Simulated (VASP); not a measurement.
Input:

```yaml
crystal:
  lattice:
    - [0.00000, 2.45095, 2.45095]
    - [2.35668, 0.00000, 2.45095]
    - [2.35668, 2.45095, 0.00000]
  atoms:
    - { symbol: Zr, position: [0.00000, 0.00000, 0.00000] }
    - { symbol: C, position: [0.50000, 0.50000, 0.50000] }
```

These are r2SCAN meta-GGA, VASP's PBE PAW potentials (set 64) (plane waves; VASP) values and carry that method's errors. Settings: 600 eV cut-off, 12×12×12 Γ-centred mesh, first-order Methfessel-Paxton smearing of 0.10 eV, potentials Zr_sv C.

### Question
Predict the energy per atom (σ→0), pressure, band gap (on the k-mesh) with the smallest direct gap where there is one.

### Answer

```json
{
  "band gap (on the k-mesh)": "none (metal, semimetal or under 0.01 eV)",
  "energy per atom (σ→0)": "-17.295 eV/atom",
  "pressure": "-14.94 GPa"
}
```

Only differences to runs with the same potentials and settings are physical.

The compound is ZrC in the rock salt structure. This cell was strained or had an atom moved on purpose.
